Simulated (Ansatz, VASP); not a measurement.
# Cross-check of CaZr between VASP and Ansatz

Aim: how closely do two programs agree when they are given the same cell, functional and k mesh? The cell is invented: As first built, before any earlier steps moved the atoms (in the runner's words): it takes the CaPb structure with some of its atoms replaced by other elements, volume scaled by an estimate. It may not be a known or stable phase. The cell is taken from a series of VASP runs on this material, whose earlier steps may have relaxed, scaled or displaced it; both programs get it as it stands.

Calculated with Ansatz 0.2.0; plane waves, with VASP 6.6.1 beside it; relaxation of cell and atoms at BLYP.

### 1. The structure

It takes space group P4/mmm (No. 123, tetragonal). The conventional cell has a = 3.293 Å, b = 3.293 Å, c = 5.312 Å, α = 90.00°, β = 90.00°, γ = 90.00°. Zr has 4 Zr at 3.29 Å and 8 Ca at 3.53 Å nearest. Ca has 4 Ca at 3.29 Å and 8 Zr at 3.53 Å nearest. As first built, before any earlier steps moved the atoms (in the runner's words): sites of the CaPb structure (space group 123) filled with other elements, volume scaled by an estimate. Farther neighbours are not listed.

Structure file:

```
Zr Ca
1.0
     3.29312    0.00000    0.00000
     0.00000    3.29312    0.00000
     0.00000    0.00000    5.31233
Zr Ca
1 1
Direct
  0.00000 0.00000 0.50000
  0.50000 0.50000 0.00000
```

### 2. VASP: relaxation of cell and atoms, BLYP

The relaxed volume is the usual yardstick between codes: its relative difference is about their pressure difference at one cell divided by the bulk modulus.

Lines of VASP's logs that name or quote its potential files are left out, and so is its time.

INCAR

```
SYSTEM = CaZr
PREC = Accurate
ENCUT = 400
EDIFF = 1E-06
NELM = 100
ISMEAR = 1
SIGMA = 0.2
LREAL = .FALSE.
ALGO = Normal
GGA = B5
ALDAX = 1
AGGAX = 1
AGGAC = 1
ALDAC = 0
LORBIT = 11
LWAVE = .FALSE.
LCHARG = .FALSE.
IBRION = 2
NSW = 60
ISIF = 3
EDIFFG = -0.01
```

POSCAR

```
CaZr
1.0
    3.2931174500      0.0000000000      0.0000000000
    0.0000000000      3.2931174500      0.0000000000
    0.0000000000      0.0000000000      5.3123298900
Zr Ca
1 1
Direct
    0.0000000000      0.0000000000      0.5000000000
    0.5000000000      0.5000000000      0.0000000000
```

KPOINTS

```
Automatic mesh
0
Gamma
6 6 4
0 0 0
```

The projector-augmented-wave data sets are Zr_sv and Ca_sv (PBE family, release 64).

The run is started by

```bash
$ mpirun -np 1 vasp_std
```

Numbers of over 12 decimals in the logs are rounded to 6 here.

The log of the run:

```text
[banner, memory and clock lines left out]
running    1 mpi-ranks, on    1 nodes
 distrk:  each k-point on    1 cores,    1 groups
 distr:  one band on    1 cores,    1 groups

 POSCAR found type information on POSCAR ZrCa
 POSCAR found :  2 types and       2 ions
|                                                                             |
|               ----> ADVICE to this user running VASP <----                  |
|                                                                             |
|     You enforced a specific xc type in the INCAR file but a different       |
|     [... a line on the potential file left out ...]
|     I HOPE YOU KNOW WHAT YOU ARE DOING!                                     |
|                                                                             |

 LDA part: xc-table for (Slater(with rela. corr.)+VWN5), standard interpolation
 POSCAR, INCAR and KPOINTS ok, starting setup
 FFT: planning ... GRIDC
 FFT: planning ... GRID_SOFT
 FFT: planning ... GRID
 WAVECAR not read
 entering main loop
       N       E                     dE             d eps       ncg     rms          rms(c)
DAV:   1     0.176271220140E+03    0.17627E+03   -0.10684E+04   908   0.118E+03
DAV:   2     0.300754805037E+01   -0.17326E+03   -0.17187E+03  1068   0.357E+02
DAV:   3    -0.838413462775E+01   -0.11392E+02   -0.11326E+02  1765   0.666E+01
DAV:   4    -0.865990850972E+01   -0.27577E+00   -0.27494E+00  1082   0.115E+01
DAV:   5    -0.866903060579E+01   -0.91221E-02   -0.91213E-02  1517   0.142E+00    0.685E+00
DAV:   6    -0.799130073791E+01    0.67773E+00   -0.12210E+01  1068   0.127E+01    0.316E+00
DAV:   7    -0.783353037568E+01    0.15777E+00   -0.98309E-01  1294   0.426E+00    0.212E+00
DAV:   8    -0.782865357495E+01    0.48768E-02   -0.28615E-01  1152   0.263E+00    0.382E-01
DAV:   9    -0.782477549863E+01    0.38781E-02   -0.90832E-02  1277   0.123E+00    0.244E-01
DAV:  10    -0.782467083353E+01    0.10467E-03   -0.48280E-03  1197   0.394E-01    0.870E-02
DAV:  11    -0.782477552557E+01   -0.10469E-03   -0.13487E-03  1427   0.182E-01    0.409E-02
DAV:  12    -0.782478059872E+01   -0.50731E-05   -0.11171E-04  1167   0.733E-02    0.678E-03
DAV:  13    -0.782478087916E+01   -0.28044E-06   -0.92130E-06  1012   0.151E-02
   1 F= -.78247809E+01 E0= -.78274111E+01  d E =-.782478E+01
 curvature:   0.00 expect dE= 0.000E+00 dE for cont linesearch  0.000E+00
 trial: gam= 0.00000 g(F)=  0.000E+00 g(S)=  0.236E-03 ort = 0.000E+00 (trialstep = 0.100E+01)
 search vector abs. value=  0.236E-03
 bond charge predicted
       N       E                     dE             d eps       ncg     rms          rms(c)
DAV:   1    -0.782782212758E+01   -0.30415E-02   -0.88274E-02  1047   0.315E+00    0.381E-01
DAV:   2    -0.782534545366E+01    0.24767E-02   -0.11391E-02  1127   0.883E-01    0.156E-01
DAV:   3    -0.782484902708E+01    0.49643E-03   -0.20091E-03  1414   0.336E-01    0.499E-02
DAV:   4    -0.782487399206E+01   -0.24965E-04   -0.41484E-04  1546   0.111E-01    0.437E-02
DAV:   5    -0.782490747557E+01   -0.33484E-04   -0.32992E-05  1242   0.378E-02    0.200E-02
DAV:   6    -0.782492823011E+01   -0.20755E-04   -0.64572E-05  1501   0.377E-02    0.634E-03
DAV:   7    -0.782492842700E+01   -0.19689E-06   -0.21596E-06   828   0.104E-02
   2 F= -.78249284E+01 E0= -.78275595E+01  d E =-.147548E-03
 trial-energy change:   -0.000148  1 .order   -0.000132   -0.000236   -0.000028
 step:   1.0894(harm=  1.1328)  dis= 0.00000  next Energy=    -7.824930 (dE=-0.149E-03)
 bond charge predicted
       N       E                     dE             d eps       ncg     rms          rms(c)
DAV:   1    -0.782495222294E+01   -0.23993E-04   -0.69706E-04  1040   0.280E-01    0.337E-02
DAV:   2    -0.782493369823E+01    0.18525E-04   -0.88354E-05  1128   0.785E-02    0.137E-02
DAV:   3    -0.782492993657E+01    0.37617E-05   -0.15976E-05  1381   0.299E-02    0.439E-03
DAV:   4    -0.782492998901E+01   -0.52438E-07   -0.29232E-06   872   0.984E-03
   3 F= -.78249300E+01 E0= -.78275598E+01  d E =-.149110E-03
 curvature:  -0.51 expect dE=-0.707E-05 dE for cont linesearch -0.407E-06
 trial: gam= 0.00072 g(F)=  0.256E-65 g(S)=  0.140E-04 ort = 0.138E-04 (trialstep = 0.102E+01)
 search vector abs. value=  0.140E-04
 reached required accuracy - stopping structural energy minimisation
```

OUTCAR, selected parts (step 2):

```text
ion  position               nearest neighbor table
   1  0.000  0.000  0.500-   2 3.53   2 3.53   2 3.53   2 3.53   2 3.53   2 3.53   2 3.53   2 3.53

  LATTYP: Found a simple tetragonal cell.
 ALAT       =     3.2931174500
 C/A-ratio  =     1.6131613800

 Subroutine GETGRP returns: Found 16 space group operations
 (whereof 16 operations were pure point group operations)

The static configuration has the point symmetry D_4h.

 Found     30 irreducible k-points:

   k-points           NKPTS =     30   k-points in BZ     NKDIM =     30   number of bands    NBANDS=     15

   dimension x,y,z NGX =    24 NGY =   24 NGZ =   36
   dimension x,y,z NGXF=    48 NGYF=   48 NGZF=   72

   ENCUT  =  400.0 eV  29.40 Ry    5.42 a.u.   5.37  5.37  8.66*2*pi/ulx,y,z

   NELECT =      22.0000    total number of electrons

 k-points in reciprocal lattice and weights: Automatic mesh
   0.00000000  0.00000000  0.00000000       0.007
   0.16666667  0.00000000  0.00000000       0.028
   0.33333333  0.00000000  0.00000000       0.028
   0.50000000  0.00000000  0.00000000       0.014
   0.16666667  0.16666667  0.00000000       0.028
   0.33333333  0.16666667  0.00000000       0.056
   0.50000000  0.16666667  0.00000000       0.028
   0.33333333  0.33333333  0.00000000       0.028
   0.50000000  0.33333333  0.00000000       0.028
[...]
0.50000000  0.33333333  0.50000000       0.028
   0.50000000  0.50000000  0.50000000       0.007

 average (electrostatic) potential at core
       1 -78.6069       2 -44.3030

 E-fermi :   5.4774

 k-point     1 :       0.0000    0.0000    0.0000
  band No.  band energies     occupation
    ...
      7     -16.3735      2.00000
      8     -16.3735      2.00000
      9       0.8985      2.00000
     10       3.7976      2.00000
     11       4.5732      2.00000
     12       6.7871     -0.00000
     13       7.4335     -0.00000
     14       7.4907     -0.00000
     15       7.4907     -0.00000

 k-point     2 :       0.1667    0.0000    0.0000
  band No.  band energies     occupation
    ...
      7     -16.4530      2.00000
      8     -16.3649      2.00000
      9       1.3899      2.00000
     10       4.1859      2.00000
     11       4.8941      2.00030
     12       6.0923     -0.00012
     13       7.3095     -0.00000
     14       7.6027     -0.00000
     15       7.6478     -0.00000

 k-point     3 :       0.3333    0.0000    0.0000
  band No.  band energies     occupation
    ...
      8     -16.3475      2.00000
      9       2.6485      2.00000
     10       4.8921      2.00028
     11       5.2189      2.06963
     12       5.4209      1.45776
     13       6.7061     -0.00000
     14       7.5323     -0.00000
     15       7.8274     -0.00000

  Total       -0.0124485     -0.0124485      0.0164069      0.0000000      0.0000000      0.0000000
  in kB       -0.3448001     -0.3448001      0.4544385      0.0000000      0.0000000      0.0000000
  external PRESSURE =      -0.0783872 kB  Pullay stress =       0.0000000 kB

  energy-cutoff  :      400.00
  volume of cell :       57.84
      direct lattice vectors                 reciprocal lattice vectors
     3.296062142  0.000000000 -0.000000000     0.303392338 -0.000000000  0.000000000
     0.000000000  3.296062142  0.000000000    -0.000000000  0.303392338 -0.000000000
    -0.000000000  0.000000000  5.324405314     0.000000000 -0.000000000  0.187814402

 POSITION                                       TOTAL-FORCE (eV/Angst)
 -----------------------------------------------------------------------------------
     -0.00000      0.00000      2.66220        -0.000000      0.000000      0.000000
      1.64803      1.64803     -0.00000         0.000000     -0.000000      0.000000
 -----------------------------------------------------------------------------------
    total drift:                                0.000000     -0.000000     -0.000000

  FREE ENERGIE OF THE ION-ELECTRON SYSTEM (eV)
  ---------------------------------------------------
  free  energy   TOTEN  =        -7.8249299890 eV

  energy  without entropy=       -7.8328195073  energy(sigma->0) =       -7.82755983

 reached required accuracy - stopping structural energy minimisation

 total charge
# of ion       s       p       d       tot
------------------------------------------
    1        2.225   5.908   1.649   9.782
    2        2.090   5.835   0.294   8.219
--------------------------------------------------
tot          4.315  11.743   1.943  18.001

[... 3 further parts left out ...]
```

The run keeps the 16 symmetry operations of its start, so it cannot find a distortion of lower symmetry.

### 3. Ansatz: relaxation of cell and atoms, BLYP

Ansatz runs on its default PAW (the set named soft_2) files.

The same cell, functional (in two slightly different forms), mesh and smearing now go to Ansatz, which takes its cutoff from its data sets.

input.yaml

```yaml
crystal:
  lattice:
    - [3.29311745, 0.0, 0.0]
    - [0.0, 3.29311745, 0.0]
    - [0.0, 0.0, 5.31232989]
  atoms:
    - { symbol: Zr, position: [0.0, 0.0, 0.5] }
    - { symbol: Ca, position: [0.5, 0.5, 0.0] }
hamiltonian:
  xc: blyp
  pseudopotentials: { kind: paw }
kpoints:
  mp_grid: { grid: [6, 6, 4] }
scf:
  occupations: { method: methfessel_paxton, width: 0.2 }
relax:
  f_tol: 0.01
  max_steps: 60
  cell: { stress_tol: 0.05 }
output:
  forces: true
  stress: true
  write_density: true
  write_potential: true
  elf: true
  volumetric_format: npy
```

The run is started by

```bash
$ ansatz run input.yaml --threads 4 --pin off --max-ram 9216MiB --backend cpu --events-out ev --progress --plain --runs-dir out
```

The log of the run:

```text
Engine: ansatz 0.2.0, aarch64-unknown-linux-gnu
Pseudopotentials: kind: paw
Pseudopotential: Zr, paw, valence charge 12, recommended cutoff 420 eV (normal), Zr.paw.azcp
Pseudopotential: Ca, paw, valence charge 10, recommended cutoff 420 eV (normal), Ca.paw.azcp
Functional definition: BLYP
  parameter beta = 0.0042
  parameter a = 0.04918
  parameter b = 0.132
  parameter c = 0.2533
  parameter d = 0.349
  exchange = b88_x(beta = beta)
  correlation = lyp_c(a = a, b = b, c = c, d = d)
Crystal: 2 atoms, lattice volume = 57.610 Å³
Basis set: ecut = 420 eV, 1137 PW (Γ), exchange–correlation on 48×48×72 points (8 copies of the dense FFT grid, shifted against one another)
Bands: 15, of which v1, the nominal top of the filled ones, is band 11 counted from 1 (10 counted from 0)
Symmetry: 16 space group operations
Space group: P4/mmm (ITA 123), of the structure as read, at distance tolerance 3.9e-5 Å
k-points: 30 of 144
Non-local potential: Zr, projectors of the file, l = 0: 3, l = 1: 2, l = 2: 2, l = 3: 2
Non-local potential: Ca, projectors of the file, l = 0: 3, l = 1: 2, l = 2: 2
PAW form: soft (Blöchl's): semilocal exchange-correlation on the pseudo side does not see the compensation charge
PAW frozen core: Zr, regenerated for the run's functional, and the local potential with it (the file was generated under x = pbe(κ = 0.804, μ = 0.219515), c = pbe(β = 0.066725))
PAW frozen core: Ca, regenerated for the run's functional, and the local potential with it (the file was generated under x = pbe(κ = 0.804, μ = 0.219515), c = pbe(β = 0.066725))
PAW one-centre angular grid: Zr, 590 points (default); XC on 64 Gauss nodes
PAW one-centre angular grid: Ca, 110 points (default); XC on 64 Gauss nodes
Initial density: superposition of atomic densities (neutral atoms: chi_scale 0, normalization atom), corrected by the library's trained network
Initial wavefunctions: pseudopotential atomic-orbital guess
Functional: x = b88, c = lyp
SCF iter   1: F=—  HF=-6018.384413 eV  |F-HF|=—  |Δ(HF+E_count)|=         —  Δρ=8.90e-3  dr2=1.14e-1  ethr=1.77e-3  ⟨swp⟩=5.7  Hψ=2627  notcnv=0
preconditioner: auto → Kerker (q_TF=auto, 2.324 Å⁻¹)  [metal: Δε(μ)=0.003 eV  Ē_g=2.584 eV  σ=0.200 eV  W_gap=0.01  n_scr=14 (ndim 8)  ℏωp=12.0 eV  f_vac=0.000  D(μ)=2.85/eV (n_scr^D=28)]
SCF iter   2: F=—  HF=-6018.370448 eV  |F-HF|=—  |Δ(HF+E_count)|=   1.40e-2  S|Δr|=    0.00e0  Δρ=3.93e-3  dr2=1.20e-2  ethr=5.16e-4  ⟨swp⟩=1.1  Hψ=693  notcnv=0
SCF iter   3: F=—  HF=-6018.369255 eV  |F-HF|=—  |Δ(HF+E_count)|=   1.19e-3  S|Δr|=    0.00e0  Δρ=1.68e-3  dr2=1.99e-3  ethr=5.44e-5  ⟨swp⟩=2.2  Hψ=578  notcnv=0
SCF iter   4: F=—  HF=-6018.369474 eV  |F-HF|=—  |Δ(HF+E_count)|=   2.19e-4  S|Δr|=    0.00e0  Δρ=3.39e-4  dr2=8.26e-5  ethr=9.05e-6  ⟨swp⟩=2.0  Hψ=534  notcnv=0
SCF iter   5: F=—  HF=-6018.369516 eV  |F-HF|=—  |Δ(HF+E_count)|=   4.15e-5  S|Δr|=    0.00e0  Δρ=8.64e-5  dr2=4.73e-6  ethr=3.75e-7  ⟨swp⟩=2.1  Hψ=677  notcnv=0
SCF iter   6: F=—  HF=-6018.369520 eV  |F-HF|=—  |Δ(HF+E_count)|=   3.99e-6  S|Δr|=    0.00e0  Δρ=2.19e-5  dr2=2.89e-7  ethr=2.15e-8  ⟨swp⟩=2.0  Hψ=620  notcnv=0
SCF iter   7: F=-6018.369520 eV  HF=-6018.369520 eV  |F-HF|=1.41e-8  |Δ(HF+E_count)|=   2.95e-7  S|Δr|=    0.00e0  Δρ=5.38e-6  dr2=2.19e-8  ethr=4.55e-10  ⟨swp⟩=8.1  Hψ=2527  notcnv=0
SCF 1 converged in 7 iterations: F = -6018.369520 eV  dr2 = 2.19e-8
  greatest PAW one-centre occupation: 0.996 electrons in one spin orbital (limit 2), on the Ca atom at site 1 (counted from 0), in its partial waves of l = 0
relax step   1: F+E_penalty+E_count = -6018.36952001 eV  Δ(F+E_penalty+E_count) = +0.000e0 eV  max|allowed force component| = 1.262e-29 eV/Å  Δτ_max = 0.0000 Å  P = +0.183 GPa  Ω = 57.610 Å³  (7 SCF iters, dr2 threshold 1.00e-7 eV, accepted)
[...]
relax step   2: F+E_penalty+E_count = -6018.36968303 eV  Δ(F+E_penalty+E_count) = -1.630e-4 eV  max|allowed force component| = 2.367e-30 eV/Å  Δτ_max = 0.0000 Å  P = -0.004 GPa  Ω = 57.865 Å³  energy of the carried Pulay correction = -1.642e-5 eV  (4 SCF iters, dr2 threshold 1.88e-7 eV, accepted)
[...]
relax step   3: F+E_penalty+E_count = -6018.36969851 eV  Δ(F+E_penalty+E_count) = -1.548e-5 eV  max|allowed force component| = 3.303e-30 eV/Å  Δτ_max = 0.0000 Å  P = -0.004 GPa  Ω = 57.865 Å³  stress off target by 2.88e-2 GPa  SCF on the basis re-selected at this cell (its energy is not comparable with the rows above)  (5 SCF iters)
basis re-selected at this cell: Δ(F+E_penalty+E_count) = -1.548e-5 eV, ΔP = +0.000 GPa vs the last step (what re-selecting the basis moved, of the pressure what is left beyond the Pulay correction that the steps carried, after the strain that the cell walked since its last selection, with what the two solves' SCF thresholds leave and, on support functions, any second-order correction that the steps lacked; it is no m [...]
SCF converged after 5 iterations
Stability not checked: this state was not tested for a lower state beside it, because cold or Methfessel-Paxton smearing, or corrected tetrahedra, fill the levels in a way that the test cannot read (fill_not_monotonic; see scf.lower_state_search)
Free energy (F): -6018.369699 eV
Harris-Foulkes:  -6018.369699 eV  (|F-HF|=2.73e-12)
Internal energy: -6018.377451 eV  (E = F + TS)
E sigma→0 (E₀):  -6018.371637 eV
Entropy (-TS):   0.007752 eV (3.876 meV/atom)
Fermi energy:    9.664429 eV
Step filling:    the computed levels leave a gap of 0.0108 eV = 0.1 smearing widths at the electron count; against every level under it full and every level over it empty, smearing changes F+E_penalty+E_count by +0.554 meV and its σ→0 estimate by -1.384 meV
--- Per-component energies (eV) ---
  E_band       = -268.012399
  E_kinetic    = 609.530953
  E_local      = -1478.832545  (includes V_loc(G=0)·N_el)
  E_nonlocal   = 146.900380
  E_hartree    = 476.916610
  E_xc         = -292.881219
  E_vxc        = -353.934318  (∫ρ·V_xc dr)
  E_paw        = -3835.969642  (= ΣΔE_a)
  E_vpaw       = -145.510113  (= ΣTr[D̂ρ^β])
  E_aug_tail   = 0.000021  (compensation charges beyond the density's cutoff)
  E_ewald      = -1644.140676
  E_core_change = 0.098666  (= ΣΔE_core)
  E_smearing   = 0.007752  (= −TS)
  E_closure    = 0.000000  (closes the sum)
  Σ components = -6018.369699   (vs F -6018.369699, Δ=0.00e0)
--- Forces (eV/Å), atoms counted from 1 ---
  atom   1  Zr    -0.00000000    -0.00000000     0.00000000
  atom   2  Ca     0.00000000     0.00000000     0.00000000
  max |Σ_I F_I| component: 6.02e-30 eV/Å
--- Stress (GPa, compression-positive) ---
       -0.020055       0.000000       0.000000
        0.000000      -0.020055       0.000000
        0.000000       0.000000       0.028823
  P = ⅓ Tr σ = -0.0038 GPa (-0.038 kbar)
--- Band table (eV; the first three rows and the last of 30) ---
  k-point 0: bands = [... 7 lower, -12.2098, 5.0688, 7.9831, 8.7669, 10.9576, 11.6276, 11.6838, 11.6838]
  k-point 1: bands = [... 7 lower, -12.2103, 5.4785, 7.7489, 8.8485, 10.3533, 11.4271, 11.8485, 11.8485]
  k-point 2: bands = [... 7 lower, -12.2108, 6.2796, 6.9946, 8.9405, 10.0722, 11.2233, 12.0073, 12.0660]
  k-point 29: bands = [... 7 lower, -12.2197, 8.3038, 9.5142, 9.5142, 9.6283, 11.0702, 11.0702, 11.3200]
--- Relaxed structure (2 steps of the walk, 2 accepted, 1 SCFs on fresh bases) ---
  F+E_penalty+E_count = -6018.36969851 eV   max|allowed force component| = 3.303e-30 eV/Å   (the final SCF, on the basis selected at the relaxed cell)
  cell:  # Å, volume = 57.8647 Å³
    - [3.296114, 0, 0.0]
    - [0, 3.296114, 0.0]
    - [0.0, 0.0, 5.326103]
  atoms:
    - { symbol: Zr, position: [0, 0.0, 0.5] }
    - { symbol: Ca, position: [0.5, 0.5, 0.0] }
```

The job ended after 1.6 s (4 threads of Arm Neoverse V1, shared host; peak memory 0.35 GiB; 5.4 s of CPU time).

### 4. Side by side

Known differences besides the potentials themselves: both relaxations stop at a tolerance, which leaves soft axes loose, and VASP keeps its plane-wave basis; the cutoff is 420 eV in Ansatz and 400 eV in VASP; Ansatz makes its cores anew for this functional, VASP keeps those of its PBE data sets; VASP leaves aspherical gradient terms in its spheres out (LASPH is not set), Ansatz keeps them; VASP's log shows a relativistic correction to its local exchange, Ansatz's none; Ansatz adds a Pulay correction to the stress that steers its cell, VASP none. Total energies have different zeros and are not compared.

Both answers:

```tsv
quantity	Ansatz	VASP	difference
volume (Å³)	57.86	57.84	+0.04 %
edge a after relaxation, in the typed setting (Å)	3.296	3.296	+0.00 %
edge c after relaxation, in the typed setting (Å)	5.326	5.324	+0.03 %
```

The walks stopped with 0.00 GPa left in Ansatz and -0.01 GPa in VASP; each walk ends within a tolerance, so the volume difference is uncertain by about these residues over the bulk modulus, most in soft cells.

### 5. Outcome

```json
{
  "difference in volume (relaxation of cell and atoms, BLYP)": "0.035 %"
}
```

What this shows: The difference in volume is 0.035 % (relaxation of cell and atoms, BLYP), within the 1.2 % picked in this series as the mark of a large difference, as far as the stopping tolerances let one tell. How closely two codes agree says nothing of how well the functional describes the real material.

[Lines on the potential files, build, host, timing and source positions are cut from VASP's logs without a mark.]

[Logs are printed without paths, hosts, clocks, repeated set-up lines and the standing remarks that a program may print on its own settings, such as how far it seeks lower states.]

[Hosts, paths, dates, database ids (printed as entryN), source tags and the programs' standing remarks are cut or masked in the printed files.]
